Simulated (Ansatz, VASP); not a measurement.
# SbAs: VASP beside Ansatz, part 2 of 2

Wanted: the spread between two codes on one cell, functional and k mesh. The cell is taken from a series of runs on this material, whose earlier steps may have relaxed, scaled, displaced or heated it; both programs get it as it stands.

VASP 6.6.1 and Ansatz 0.2.0.

So far: Set-up; Ansatz: zone-centre phonons, PBEsol.

## (3) VASP: zone-centre phonons, PBEsol

Level of this step: PBEsol; plane waves and PAW (Sb, As) (VASP).

The same cell, functional, mesh and smearing now go to VASP, with its own data sets.

Lines of VASP's logs that name or quote its potential files are left out, and so is its time.

INCAR reads:

```
SYSTEM = SbAs
PREC = Accurate
ENCUT = 500
EDIFF = 1E-08
NELM = 120
ISMEAR = 1
SIGMA = 0.2
LREAL = .FALSE.
ALGO = Normal
GGA = PS
NBANDS = 11
LORBIT = 11
LWAVE = .FALSE.
LCHARG = .FALSE.
ISIF = 2
IBRION = 8
LASPH = .TRUE.
GGA_COMPAT = .FALSE.
KPAR = 2
```

POSCAR reads:

```
SbAs
1.0
    2.0291533196      1.1715322153      3.5075506208
   -2.0291533196      1.1715322153      3.5075506208
    0.0000000000     -2.3430644306      3.5075506208
Sb As
1 1
Direct
    0.2336738731      0.2336738731      0.2336738731
    0.7663241269      0.7663241269      0.7663241269
```

KPOINTS reads:

```
Automatic mesh
0
Gamma
12 12 12
0 0 0
```

Potentials, in the order of the species: Sb and As (PBE family, release 64).

The run is started by

```sh
> mpirun -np 2 vasp_std
```

Numbers of over 12 decimals in the logs are rounded to 6 here.

The log of the run:

```text
[banner, memory and clock lines left out]
running    2 mpi-ranks, on    1 nodes
 distrk:  each k-point on    1 cores,    2 groups
 distr:  one band on    1 cores,    1 groups

 POSCAR found type information on POSCAR SbAs
 POSCAR found :  2 types and       2 ions
|                                                                             |
|               ----> ADVICE to this user running VASP <----                  |
|                                                                             |
|     You enforced a specific xc type in the INCAR file but a different       |
|     [... a line on the potential file left out ...]
|     I HOPE YOU KNOW WHAT YOU ARE DOING!                                     |
|                                                                             |

 LDA part: xc-table for (Slater+PW92), standard interpolation
 POSCAR, INCAR and KPOINTS ok, starting setup
 FFT: planning ... GRIDC
 FFT: planning ... GRID_SOFT
 FFT: planning ... GRID
 WAVECAR not read
 entering main loop
       N       E                     dE             d eps       ncg     rms          rms(c)
DAV:   1     0.317498625474E+02    0.31750E+02   -0.37974E+03  4158   0.713E+02
DAV:   2    -0.788101208232E+01   -0.39631E+02   -0.38266E+02  5733   0.113E+02
DAV:   3    -0.974902022840E+01   -0.18680E+01   -0.18579E+01  4948   0.276E+01
DAV:   4    -0.976359353860E+01   -0.14573E-01   -0.14572E-01  4773   0.288E+00
DAV:   5    -0.976371680764E+01   -0.12327E-03   -0.12327E-03  4843   0.288E-01    0.312E+00
DAV:   6    -0.969888460129E+01    0.64832E-01   -0.22150E-01  4406   0.163E+00    0.190E+00
DAV:   7    -0.969309963585E+01    0.57850E-02   -0.28983E-02  4872   0.846E-01    0.665E-01
DAV:   8    -0.969168116034E+01    0.14185E-02   -0.34925E-03  4437   0.286E-01    0.807E-02
DAV:   9    -0.969166279319E+01    0.18367E-04   -0.51437E-04  4653   0.122E-01    0.452E-02
DAV:  10    -0.969166368806E+01   -0.89487E-06   -0.25131E-05  4884   0.325E-02    0.213E-02
DAV:  11    -0.969166304827E+01    0.63979E-06   -0.14324E-05  4545   0.156E-02    0.364E-03
DAV:  12    -0.969166287161E+01    0.17665E-06   -0.10795E-06  4665   0.636E-03    0.282E-03
DAV:  13    -0.969166288461E+01   -0.12992E-07   -0.44846E-08  4854   0.129E-03    0.133E-03
DAV:  14    -0.969166291052E+01   -0.25915E-07   -0.25885E-08  2823   0.644E-04    0.248E-04
DAV:  15    -0.969166291555E+01   -0.50247E-08   -0.34148E-09  2262   0.338E-04
   1 F= -.96916629E+01 E0= -.96921284E+01  d E =0.139647E-02
 Linear response reoptimize wavefunctions to high precision
DAV:   1    -0.969166292134E+01   -0.57946E-08   -0.38670E-10  2664   0.125E-04
DAV:   2    -0.969166292135E+01   -0.12449E-10   -0.55012E-11  2217   0.515E-05
 Linear response DOF=           4
 Linear response progress:
  Degree of freedom:   1/  4
       N       E                     dE             d eps       ncg     rms          rms(c)
RMM:   1    -0.238227550269E-01   -0.23823E-01    0.66048E-03 39535   0.120E+00
RMM:   2    -0.228929834877E-01    0.92977E-03   -0.15481E-03 30209   0.248E-01    0.520E-02
RMM:   3    -0.228118685261E-01    0.81115E-04   -0.41112E-05 32054   0.356E-02    0.308E-02
RMM:   4    -0.227489558133E-01    0.62913E-04   -0.26058E-05 31834   0.207E-02    0.238E-03
RMM:   5    -0.227562136592E-01   -0.72578E-05   -0.22562E-06 32689   0.333E-03    0.726E-04
RMM:   6    -0.227582854439E-01   -0.20718E-05    0.66838E-08 31839   0.724E-04    0.255E-04
RMM:   7    -0.227576950618E-01    0.59038E-06    0.26401E-07 33191   0.227E-04    0.417E-05
RMM:   8    -0.227576349124E-01    0.60149E-07    0.47296E-08 33599   0.377E-05    0.157E-05
RMM:   9    -0.227575495354E-01    0.85377E-07    0.34123E-09 33833   0.159E-05    0.237E-06
RMM:  10    -0.227575453511E-01    0.41844E-08    0.59967E-09 30910   0.374E-06    0.708E-07
 first order change of Fermi-energy   0.11583E-03
 force on displaced ion       1 direction 1 :  -2.688  -0.007  -0.001
 Linear response progress:
  Degree of freedom:   2/  4
       N       E                     dE             d eps       ncg     rms          rms(c)
RMM:   1    -0.252653505474E-01   -0.25265E-01   -0.11291E-03  8276   0.122E+00
RMM:   2    -0.234211977068E-01    0.18442E-02   -0.14408E-03  6513   0.245E-01    0.538E-02
RMM:   3    -0.232140209412E-01    0.20718E-03   -0.50712E-05  6932   0.423E-02    0.326E-02
RMM:   4    -0.230448065838E-01    0.16921E-03   -0.35622E-05  6699   0.284E-02    0.934E-03
RMM:   5    -0.230376967312E-01    0.71099E-05   -0.78683E-07  7013   0.519E-03    0.422E-03
RMM:   6    -0.230387897975E-01   -0.10931E-05   -0.13427E-07  7020   0.169E-03    0.543E-04
RMM:   7    -0.230382144550E-01    0.57534E-06    0.59984E-09  7146   0.387E-04    0.329E-04
RMM:   8    -0.230381310901E-01    0.83365E-07    0.57131E-09  7143   0.128E-04    0.356E-05
RMM:   9    -0.230380763866E-01    0.54703E-07    0.44926E-10  7349   0.232E-05    0.795E-06
RMM:  10    -0.230380539299E-01    0.22457E-07   -0.38334E-10  7333   0.812E-06    0.590E-06
RMM:  11    -0.230380541097E-01   -0.17986E-09    0.10173E-10  6317   0.310E-06    0.113E-06
 first order change of Fermi-energy  -0.49237E+00
 force on displaced ion       1 direction 3 :   0.000   0.000  -5.345
 Linear response progress:
  Degree of freedom:   3/  4
       N       E                     dE             d eps       ncg     rms          rms(c)
RMM:   1    -0.423018201744E-01   -0.42302E-01    0.64320E-02 45449   0.113E+00
RMM:   2    -0.423608562123E-01   -0.59036E-04   -0.12946E-03 30122   0.221E-01    0.615E-02
RMM:   3    -0.424199388249E-01   -0.59083E-04   -0.17695E-05 32360   0.325E-02    0.354E-02
RMM:   4    -0.425798880004E-01   -0.15995E-03   -0.83588E-06 32361   0.248E-02    0.286E-03
RMM:   5    -0.425845497182E-01   -0.46617E-05    0.56410E-07 33229   0.354E-03    0.109E-03
RMM:   6    -0.425800143944E-01    0.45353E-05   -0.72386E-08 33501   0.611E-04    0.287E-04
RMM:   7    -0.425794832339E-01    0.53116E-06   -0.35868E-08 33754   0.166E-04    0.332E-05
RMM:   8    -0.425795686871E-01   -0.85453E-07    0.74299E-09 34574   0.401E-05    0.923E-06
RMM:   9    -0.425795188750E-01    0.49812E-07    0.11968E-08 34420   0.111E-05    0.879E-07
RMM:  10    -0.425795251721E-01   -0.62970E-08    0.71298E-09 30354   0.259E-06    0.463E-07
 first order change of Fermi-energy  -0.38220E-04
 force on displaced ion       2 direction 1 :  -2.686  -0.008  -0.002
 Linear response progress:
  Degree of freedom:   4/  4
       N       E                     dE             d eps       ncg     rms          rms(c)
RMM:   1    -0.432267548267E-01   -0.43227E-01    0.59521E-02  9345   0.113E+00
RMM:   2    -0.425622681976E-01    0.66449E-03   -0.13988E-03  6463   0.225E-01    0.592E-02
RMM:   3    -0.425010058588E-01    0.61262E-04   -0.36874E-05  7043   0.365E-02    0.345E-02
RMM:   4    -0.425163075647E-01   -0.15302E-04   -0.25187E-05  7012   0.276E-02    0.772E-03
RMM:   5    -0.425371976677E-01   -0.20890E-04   -0.36949E-07  7179   0.465E-03    0.296E-03
RMM:   6    -0.425431987976E-01   -0.60011E-05   -0.63570E-08  7143   0.146E-03    0.434E-04
RMM:   7    -0.425419648174E-01    0.12340E-05   -0.14337E-09  7332   0.268E-04    0.132E-04
RMM:   8    -0.425414282538E-01    0.53656E-06   -0.18308E-09  7370   0.884E-05    0.349E-05
RMM:   9    -0.425414663302E-01   -0.38076E-07   -0.12158E-09  7416   0.273E-05    0.132E-05
RMM:  10    -0.425414252665E-01    0.41064E-07    0.59062E-10  7512   0.790E-06    0.229E-06
RMM:  11    -0.425414257692E-01   -0.50262E-09   -0.11592E-09  6498   0.230E-06    0.595E-07
 first order change of Fermi-energy   0.49290E+00
 force on displaced ion       2 direction 3 :   0.000  -0.000  -5.340
 Linear response finished
```

From OUTCAR (step 3):

```text
ion  position               nearest neighbor table
   1  0.234  0.234  0.234-   2 2.73   2 2.73   2 2.73   2 3.14   2 3.14   2 3.14
   2  0.766  0.766  0.766-   1 2.73   1 2.73   1 2.73   1 3.14   1 3.14   1 3.14

  LATTYP: Found a trigonal (rhomboedric) cell.
 ALAT       =     4.2181586366
 COS(alpha) =     0.5371780966

 Subroutine GETGRP returns: Found  6 space group operations
 (whereof  6 operations were pure point group operations)

The static configuration has the point symmetry C_3v.

 Found    189 irreducible k-points:

   k-points           NKPTS =    189   k-points in BZ     NKDIM =    189   number of bands    NBANDS=     11

   dimension x,y,z NGX =    32 NGY =   32 NGZ =   32
   dimension x,y,z NGXF=    64 NGYF=   64 NGZF=   64

   ENCUT  =  500.0 eV  36.75 Ry    6.06 a.u.   7.69  7.69  7.69*2*pi/ulx,y,z

   NELECT =      10.0000    total number of electrons

 k-points in reciprocal lattice and weights: Automatic mesh
   0.00000000  0.00000000  0.00000000       0.001
   0.08333333  0.00000000  0.00000000       0.003
   0.16666667 -0.00000000 -0.00000000       0.003
   0.25000000  0.00000000  0.00000000       0.003
   0.33333333  0.00000000 -0.00000000       0.003
   0.41666667 -0.00000000  0.00000000       0.003
   0.50000000  0.00000000  0.00000000       0.002
   0.08333333  0.08333333  0.00000000       0.003
   0.16666667  0.08333333  0.00000000       0.007
[...]
-0.41666667  0.50000000  0.41666667       0.003
   0.50000000  0.50000000  0.50000000       0.001

 average (electrostatic) potential at core
       1 -86.2657       2 -48.1604

  Total        0.0721588      0.0721588      0.0466946     -0.0000000      0.0000000      0.0000000
  in kB        2.3108717      2.3108717      1.4953851     -0.0000000      0.0000000      0.0000000
  external PRESSURE =       2.0390428 kB  Pullay stress =       0.0000000 kB

  energy-cutoff  :      500.00
  volume of cell :       50.03
      direct lattice vectors                 reciprocal lattice vectors
     2.029153320  1.171532215  3.507550621     0.246408192  0.142263836  0.095033078
    -2.029153320  1.171532215  3.507550621    -0.246408192  0.142263836  0.095033078
     0.000000000 -2.343064431  3.507550621     0.000000000 -0.284527672  0.095033078

 POSITION                                       TOTAL-FORCE (eV/Angst)
 -----------------------------------------------------------------------------------
      0.00000      0.00000      2.45887         0.000000      0.000000      0.048069
      0.00000      0.00000      8.06376         0.000000     -0.000000     -0.048069
 -----------------------------------------------------------------------------------
    total drift:                               -0.000000     -0.000000      0.000154

 Eigenvectors and eigenvalues of the dynamical matrix
 ----------------------------------------------------

   1 f  =    5.305412 THz    33.334886 2PiTHz  176.969493 cm-1    21.941411 meV
             X         Y         Z           dx          dy          dz
      0.000000  0.000000  2.458869     0.000000   -0.000000   -0.617400
      0.000000  0.000000  8.063762     0.000000    0.000000    0.786649

   2 f  =    3.759590 THz    23.622199 2PiTHz  125.406412 cm-1    15.548407 meV
             X         Y         Z           dx          dy          dz
      0.000000  0.000000  2.458869     0.000005   -0.617380    0.000000
      0.000000  0.000000  8.063762    -0.000007    0.786665    0.000000

   3 f  =    3.759590 THz    23.622199 2PiTHz  125.406412 cm-1    15.548407 meV
             X         Y         Z           dx          dy          dz
      0.000000  0.000000  2.458869    -0.617380   -0.000005    0.000000
      0.000000  0.000000  8.063762     0.786665    0.000007    0.000000

   4 f/i=    0.000808 THz     0.005076 2PiTHz    0.026948 cm-1     0.003341 meV
             X         Y         Z           dx          dy          dz
      0.000000  0.000000  2.458869    -0.280181    0.735079   -0.000000
      0.000000  0.000000  8.063762    -0.219888    0.576894    0.000000

   5 f/i=    0.000808 THz     0.005076 2PiTHz    0.026948 cm-1     0.003341 meV
             X         Y         Z           dx          dy          dz
      0.000000  0.000000  2.458869    -0.735079   -0.280181    0.000000
      0.000000  0.000000  8.063762    -0.576894   -0.219888    0.000000

   6 f/i=    0.001277 THz     0.008023 2PiTHz    0.042591 cm-1     0.005281 meV
             X         Y         Z           dx          dy          dz
      0.000000  0.000000  2.458869     0.000000   -0.000000   -0.786649
      0.000000  0.000000  8.063762     0.000000    0.000000   -0.617400

 ELASTIC MODULI CONTR FROM IONIC RELAXATION (kBar)
 Direction    XX          YY          ZZ          XY          YZ          ZX
 --------------------------------------------------------------------------------
 XX        -136.2173    -88.6313   -178.1725      0.0000     77.3784     -0.0000
 YY         -88.6313   -136.2173   -178.1725     -0.0000    -77.3784      0.0000
 ZZ        -178.1725   -178.1725   -282.3716     -0.0000     -0.0000      0.0000
 XY           0.0000     -0.0000     -0.0000    -23.7930     -0.0000     74.8505
 YZ          77.3784    -77.3784     -0.0000     -0.0000   -251.6463      0.0000
 ZX          -0.0000      0.0000      0.0000     74.8505      0.0000   -235.4725
 --------------------------------------------------------------------------------
```

## (4) Differences

Known differences besides the potentials themselves: the data sets hold 30 valence electrons in Ansatz (on its PAW soft_1 files) and 10 in VASP; the cutoff is 420 eV in Ansatz and 500 eV in VASP; Ansatz makes its cores anew for this functional, VASP keeps those of its PBE data sets. Total energies have different zeros and are not compared.

Both answers:

| quantity | Ansatz | VASP | difference |
| --- | --- | --- | --- |
| optical mode 1 to 2 (cm⁻¹) | 122.0 | 125.4 | -2.70 % |
| optical mode 3 (cm⁻¹) | 174.3 | 177.0 | -1.53 % |

Modes are paired by rising frequency, not by their patterns, so a pair may set unlike modes beside each other; they are those without the splitting of longitudinal modes.

## (5) Summary of results

| Property | Result |
| --- | --- |
| r.m.s. difference of the optical zone-centre modes, each program's sorted by frequency (zone-centre phonons, PBEsol) | 3.2 cm⁻¹ |
| difference in optical mode 1 to 2 (zone-centre phonons, PBEsol) | -2.7 % |

**Reading.** The r.m.s. difference of the optical zone-centre modes, each program's sorted by frequency is 3.2 cm⁻¹ (zone-centre phonons, PBEsol). The data sets hold unlike numbers of valence electrons (30 in Ansatz and 10 in VASP), so part of the differences comes from the potentials. Among the rows given in per cent, the largest difference of the zone-centre phonons, PBEsol pair is in optical mode 1 to 2, -2.7 %. How closely two codes agree says nothing of how well the functional describes the real material.

[Lines on the potential files, build, host, timing and source positions are cut from VASP's logs without a mark.]

[Logs are printed without paths, hosts, clocks, repeated set-up lines and the standing remarks that a program may print on its own settings, such as how far it seeks lower states.]

[Hosts, paths, dates, database ids (printed as entryN), source tags and the programs' standing remarks are cut or masked in the printed files.]
